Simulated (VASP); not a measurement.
# Te2AsP with PBEsol: from relaxation to properties

Aim: relax Te2AsP, then compute properties on the relaxed cell. The steps: rough relaxation of the start cell, full relaxation (PBEsol), density, ELF and potential (PBEsol), band structure (PBEsol), density of states (PBEsol) and band structure (PBEsol + SOC). The cell is invented: it takes the structure of a Materials Project entry for TeAs (space group 225 there), with some of its atoms replaced by other elements, volume scaled by an estimate. It may not be a known or stable phase.

Main program and level: VASP 6.6.1; PBEsol; plane waves and PAW (Te, As, P), in the first sound run; inputs show where later runs differ.

### 1. Set-up

Before any relaxation, the start is as follows. Symmetry: R-3m, No. 166, trigonal system. The conventional cell has a = 4.186 Å, b = 4.186 Å, c = 20.507 Å, α = 90.00°, β = 90.00°, γ = 120.00°. Te has 3 P at 2.96 Å and 3 As at 2.96 Å nearest. As has 6 Te at 2.96 Å nearest. P has 6 Te at 2.96 Å nearest. It derives from TeAs. It takes the structure of a Materials Project entry for TeAs (space group 225 there), with some of its atoms replaced by other elements, volume scaled by an estimate. Farther neighbours and most contacts between anions are not listed.

### 2. Rough relaxation of the start cell

The start is only an estimate, so a cheap relaxation brings it near a minimum before any careful run. PBEsol restores the gradient expansion of exchange and is tuned for the cells of solids.

File INCAR:

```
SYSTEM = Te2AsP
PREC = Normal
ENCUT = 400
EDIFF = 1E-05
NELM = 60
ISMEAR = 0
SIGMA = 0.05
LREAL = .FALSE.
ALGO = Fast
GGA = PS
NBANDS = 17
LORBIT = 11
LWAVE = .FALSE.
LCHARG = .FALSE.
KPAR = 2
IBRION = 2
NSW = 40
ISIF = 3
EDIFFG = -0.04
```

File POSCAR:

```
Te2AsP
1.0
    2.0929870000      1.2083870000      6.8356660000
   -2.0929870000      1.2083870000      6.8356660000
    0.0000000000     -2.4167730000      6.8356660000
Te As P
2 1 1
Direct
    0.7500000000      0.7500000000      0.7500000000
    0.2500000000      0.2500000000      0.2500000000
    0.0000000000      0.0000000000      0.0000000000
    0.5000000000      0.5000000000      0.5000000000
```

File KPOINTS:

```
Automatic mesh
0
Gamma
5 5 5
0 0 0
```

Potentials, in the order of the species: Te, As and P (PBE family, release 64).

Run with:

```console
$ mpirun -np 2 vasp_std
```

Log:

```text
[banner, memory and clock lines left out]
running    2 mpi-ranks, on    1 nodes
 distrk:  each k-point on    1 cores,    2 groups
 distr:  one band on    1 cores,    1 groups

 POSCAR found type information on POSCAR TeAsP
 POSCAR found :  3 types and       4 ions
|                                                                             |
|               ----> ADVICE to this user running VASP <----                  |
|                                                                             |
|     You enforced a specific xc type in the INCAR file but a different       |
|     [... a line on the potential file left out ...]
|     I HOPE YOU KNOW WHAT YOU ARE DOING!                                     |
|                                                                             |

 LDA part: xc-table for (Slater+PW92), standard interpolation
 POSCAR, INCAR and KPOINTS ok, starting setup
 FFT: planning ... GRIDC
 FFT: planning ... GRID_SOFT
 FFT: planning ... GRID
 WAVECAR not read
 entering main loop
       N       E                     dE             d eps       ncg     rms          rms(c)
DAV:   1     0.642498659791E+02    0.64250E+02   -0.74018E+03   646   0.870E+02
DAV:   2    -0.132541808615E+02   -0.77504E+02   -0.75680E+02   895   0.140E+02
DAV:   3    -0.171496499172E+02   -0.38955E+01   -0.38715E+01   746   0.339E+01
DAV:   4    -0.172065014264E+02   -0.56852E-01   -0.56712E-01   846   0.481E+00
DAV:   5    -0.172074748800E+02   -0.97345E-03   -0.97341E-03   767   0.578E-01    0.117E+01
RMM:   6    -0.171370821791E+02    0.70393E-01   -0.11049E-01   646   0.125E+00    0.720E+00
RMM:   7    -0.171374018947E+02   -0.31972E-03   -0.26397E-02   646   0.791E-01    0.113E+00
RMM:   8    -0.171343959421E+02    0.30060E-02   -0.62448E-03   646   0.396E-01    0.297E-01
RMM:   9    -0.171343182363E+02    0.77706E-04   -0.81786E-04   651   0.185E-01    0.183E-01
RMM:  10    -0.171343064555E+02    0.11781E-04   -0.19826E-04   647   0.962E-02    0.783E-02
RMM:  11    -0.171343050715E+02    0.13840E-05   -0.56132E-05   606   0.482E-02
   1 F= -.17134305E+02 E0= -.17129467E+02  d E =-.171343E+02
 curvature:   0.00 expect dE= 0.000E+00 dE for cont linesearch  0.000E+00
 trial: gam= 0.00000 g(F)=  0.171E-01 g(S)=  0.422E+00 ort = 0.000E+00 (trialstep = 0.100E+01)
 search vector abs. value=  0.439E+00
 bond charge predicted
       N       E                     dE             d eps       ncg     rms          rms(c)
DAV:   1    -0.178561502276E+02   -0.72184E+00   -0.16725E+01   685   0.198E+01    0.637E+00
RMM:   2    -0.174618111900E+02    0.39434E+00   -0.63751E-01   646   0.445E+00    0.229E+00
RMM:   3    -0.172976458422E+02    0.16417E+00   -0.25124E-01   646   0.265E+00    0.937E-01
RMM:   4    -0.172742336394E+02    0.23412E-01   -0.68265E-02   646   0.137E+00    0.105E+00
RMM:   5    -0.172743332701E+02   -0.99631E-04   -0.48301E-03   647   0.494E-01    0.148E-01
RMM:   6    -0.172731300862E+02    0.12032E-02   -0.42975E-03   646   0.333E-01    0.926E-02
RMM:   7    -0.172731886658E+02   -0.58580E-04   -0.68313E-04   648   0.161E-01    0.168E-01
RMM:   8    -0.172732022160E+02   -0.13550E-04   -0.11552E-04   634   0.687E-02    0.252E-01
RMM:   9    -0.172732006015E+02    0.16144E-05   -0.25438E-05   482   0.332E-02
   2 F= -.17273201E+02 E0= -.17270173E+02  d E =-.138896E+00
[...]
3 F= -.17303407E+02 E0= -.17300030E+02  d E =-.169102E+00
[...]
4 F= -.17324331E+02 E0= -.17322276E+02  d E =-.209245E-01
[...]
5 F= -.17338802E+02 E0= -.17337841E+02  d E =-.353953E-01
[...]
6 F= -.17338944E+02 E0= -.17337977E+02  d E =-.355373E-01
[...]
7 F= -.17340582E+02 E0= -.17339538E+02  d E =-.163811E-02
[...]
8 F= -.17340616E+02 E0= -.17339582E+02  d E =-.167200E-02
 curvature:  -0.58 expect dE=-0.882E-03 dE for cont linesearch -0.510E-05
 trial: gam= 0.51699 g(F)=  0.282E-03 g(S)=  0.123E-02 ort =-0.168E-03 (trialstep = 0.123E+01)
 search vector abs. value=  0.220E-02
 bond charge predicted
       N       E                     dE             d eps       ncg     rms          rms(c)
DAV:   1    -0.173421042385E+02   -0.14826E-02   -0.81682E-02   677   0.139E+00    0.175E-01
RMM:   2    -0.173418564666E+02    0.24777E-03   -0.24591E-03   646   0.290E-01    0.112E-01
RMM:   3    -0.173416768037E+02    0.17966E-03   -0.40891E-04   646   0.122E-01    0.369E-02
RMM:   4    -0.173416483242E+02    0.28479E-04   -0.12311E-04   647   0.620E-02    0.315E-02
RMM:   5    -0.173416499065E+02   -0.15823E-05   -0.13112E-05   428   0.247E-02
   9 F= -.17341650E+02 E0= -.17340680E+02  d E =-.103386E-02
 trial-energy change:   -0.001034  1 .order   -0.001108   -0.001752   -0.000464
 step:   1.6707(harm=  1.6707)  dis= 0.00542  next Energy=   -17.341808 (dE=-0.119E-02)
 reached required accuracy - stopping structural energy minimisation
```

Run time: 69 s. Hardware: 2 MPI ranks of AMD EPYC 7R43, shared host; peak memory 0.39 GiB; 2.3 min of CPU time.

The logs omit lines about the potential files and the build; timing stands in the text.

From OUTCAR (step 2):

```text
ion  position               nearest neighbor table
   1  0.750  0.750  0.750-   4 2.96   3 2.96   4 2.96   4 2.96   3 2.96   3 2.96
   2  0.250  0.250  0.250-   3 2.96   4 2.96   3 2.96   3 2.96   4 2.96   4 2.96
   3  0.000  0.000  0.000-   1 2.96   2 2.96   1 2.96   1 2.96   2 2.96   2 2.96
   4  0.500  0.500  0.500-   2 2.96   1 2.96   2 2.96   2 2.96   1 2.96   1 2.96

  LATTYP: Found a trigonal (rhomboedric) cell.
 ALAT       =     7.2503188473
 COS(alpha) =     0.8333332812

 Subroutine GETGRP returns: Found 12 space group operations
 (whereof 12 operations were pure point group operations)

The static configuration has the point symmetry D_3d.

 Found     19 irreducible k-points:

   k-points           NKPTS =     19   k-points in BZ     NKDIM =     19   number of bands    NBANDS=     17

   dimension x,y,z NGX =    36 NGY =   36 NGZ =   36
   dimension x,y,z NGXF=    72 NGYF=   72 NGZF=   72

   ENCUT  =  400.0 eV  29.40 Ry    5.42 a.u.  11.82 11.82 11.82*2*pi/ulx,y,z

   NELECT =      22.0000    total number of electrons

 k-points in reciprocal lattice and weights: Automatic mesh
   0.00000000  0.00000000  0.00000000       0.008
   0.20000000  0.00000000  0.00000000       0.048
   0.40000000  0.00000000  0.00000000       0.048
   0.20000000  0.20000000  0.00000000       0.048
   0.40000000  0.20000000  0.00000000       0.096
  -0.40000000  0.20000000  0.00000000       0.096
  -0.20000000  0.20000000  0.00000000       0.048
   0.40000000  0.40000000  0.00000000       0.048
  -0.40000000  0.40000000  0.00000000       0.048
[...]
0.40000000  0.40000000  0.40000000       0.016
  -0.40000000  0.40000000  0.40000000       0.048

 average (electrostatic) potential at core
       1 -87.5984       2 -87.5984       3 -47.4798       4 -81.7388

 E-fermi :   7.4700

 k-point     1 :       0.0000    0.0000    0.0000
  band No.  band energies     occupation
    ...
      9       5.4732      2.00000
     10       5.8915      2.00000
     11       5.8915      2.00000
     12       6.0797      2.00000
     13       6.7414      2.00000
     14       9.8738      0.00000
     15      10.0615      0.00000
     16      10.0615      0.00000
     17      11.9540      0.00000

 k-point     2 :       0.2000    0.0000    0.0000
  band No.  band energies     occupation
    ...
      7       4.3317      2.00000
      8       4.5298      2.00000
      9       4.5912      2.00000
     10       6.4782      2.00000
     11       7.0950      2.00000
     12       7.6017      0.00019
     13       8.2337      0.00000
     14       9.8315      0.00000
     15       9.8507      0.00000
     16      10.3986      0.00000
    ...

 k-point     3 :       0.4000    0.0000    0.0000
  band No.  band energies     occupation
    ...
      6       3.2653      2.00000
      7       3.5270      2.00000
      8       3.6532      2.00000
      9       3.8797      2.00000
     10       3.9504      2.00000
     11       9.0639      0.00000
     12       9.5412      0.00000
     13       9.5424      0.00000
     14       9.6626      0.00000
     15       9.9030      0.00000
    ...

  Total       -0.0011900     -0.0011900     -0.0581062      0.0000000     -0.0000000      0.0000000
  in kB       -0.0201500     -0.0201500     -0.9839240      0.0000000     -0.0000000      0.0000000
  external PRESSURE =      -0.3414080 kB  Pullay stress =       0.0000000 kB

  energy-cutoff  :      400.00
  volume of cell :       94.62
      direct lattice vectors                 reciprocal lattice vectors
     2.055608275  1.186806356  6.463982114     0.243237005  0.140432944  0.051567793
    -2.055608275  1.186806356  6.463982114    -0.243237005  0.140432944  0.051567793
     0.000000000 -2.373611784  6.463982123     0.000000000 -0.280865887  0.051567813

 POSITION                                       TOTAL-FORCE (eV/Angst)
 -----------------------------------------------------------------------------------
      0.00000      0.00000     14.60882         0.000000     -0.000000     -0.018519
      0.00000      0.00000      4.78313         0.000000      0.000000      0.018519
      0.00000      0.00000      0.00000         0.000000      0.000000      0.000000
      0.00000      0.00000      9.69597         0.000000     -0.000000     -0.000000
 -----------------------------------------------------------------------------------
    total drift:                                0.000000     -0.000000     -0.000000

  FREE ENERGIE OF THE ION-ELECTRON SYSTEM (eV)
  ---------------------------------------------------
  free  energy   TOTEN  =       -17.3416499065 eV

  energy  without entropy=      -17.3397109659  energy(sigma->0) =      -17.34068044

 reached required accuracy - stopping structural energy minimisation

 total charge
# of ion       s       p       d       tot
------------------------------------------
    1        1.433   1.779   0.073   3.285
    2        1.433   1.779   0.073   3.285
    3        1.329   1.291   0.044   2.664
    4        1.144   1.215   0.000   2.359
--------------------------------------------------
tot          5.338   6.065   0.189  11.593

[... 3 further parts left out ...]
```

CONTCAR:

```
Te2AsP
   1.00000000000000
     2.0556082752142002    1.1868063556007049    6.4639821135323565
    -2.0556082752142002    1.1868063556007049    6.4639821135323565
     0.0000000000000000   -2.3736117840137454    6.4639821230470362
  Te              As              P
     2     1     1
Direct
     0.7533446069657047    0.7533446069657047    0.7533446069710150
     0.2466553930342953    0.2466553930342953    0.2466553930289850
     0.0000000000000000    0.0000000000000000    0.0000000000000000
     0.5000000000000000    0.5000000000000000    0.5000000000000000
```

The k-mesh is coarse for a metal. This relaxation is a rough one on cheap settings, only to bring the start near its minimum. The PAW data sets were made with PBE, which is usual practice but a small mismatch for other functionals. After so large a change of volume the plane waves of the start cell no longer fit, so the final stress carries a basis-set error. The run keeps the 12 symmetry operations of its start, so it cannot find a distortion of lower symmetry.

The steps of the relaxation:

```tsv
step	energy less that of the first step (eV)	largest force (eV/Å)	pressure (GPa)	volume (Å³)
1	0.0000	0.4213	-5.27	103.73
2	-0.1389	0.4641	3.33	91.44
3	-0.1691	0.4548	0.25	94.76
4	-0.1900	0.2616	0.24	94.60
5	-0.2045	0.0261	0.29	94.35
6	-0.2046	0.0608	0.29	94.32
7	-0.2063	0.0531	-0.29	95.03
8	-0.2063	0.0540	-0.28	94.96
9	-0.2073	0.0185	-0.03	94.62
```

```tsv
conventional cell, symmetrised	before	after	change
a (Å)	4.186	4.111	-1.8 %
b (Å)	4.186	4.111	-1.8 %
c (Å)	20.507	19.392	-5.4 %
volume (Å³/atom)	25.93	23.65	-8.8 %
```

The atoms that moved most (Å, as changes of fractional coordinates times the final cell):

```tsv
atom	dx	dy	dz	length
Te2	0.000	0.000	-0.065	0.065
Te1	0.000	0.000	0.065	0.065
```

Final coordinates:

```xyz
4
Lattice="2.0556 1.1868 6.4640 -2.0556 1.1868 6.4640 0.0000 -2.3736 6.4640" Properties=species:S:1:pos:R:3 pbc="T T T"
Te    0.0000    0.0000   14.6088
Te    0.0000    0.0000    4.7831
As    0.0000    0.0000    0.0000
P     0.0000    0.0000    9.6960
```

Numbers from this step:

* electrons: 22
* bands: 17
* irreducible k-points: 19
* symmetry operations: 12
* free energy (TOTEN): -17.34 eV
* energy at zero smearing: -17.34 eV
* Fermi energy: 7.47 eV
* pressure: -0.03414 GPa
* metallic, judged on the points sampled: yes
* SCF cycles over all ionic steps: 54

It ends with a largest force of 0.019 eV/Å and a pressure of -0.03 GPa.

[end of part 1 of 4]

[Lines on the potential files, build, host, timing and source positions are cut from VASP's logs without a mark.]

[Logs are printed without paths, hosts, clocks, repeated set-up lines and the standing remarks that a program may print on its own settings, such as how far it seeks lower states.]

[Hosts, paths, dates, database ids (printed as entryN), source tags and the programs' standing remarks are cut or masked in the printed files.]

[A measured line is paired with the nearest computed mode of its activity, which favours agreement.]

[In band tables of VASP the shares of atoms and orbitals are scaled to a sum of 1 inside the atoms' spheres.]
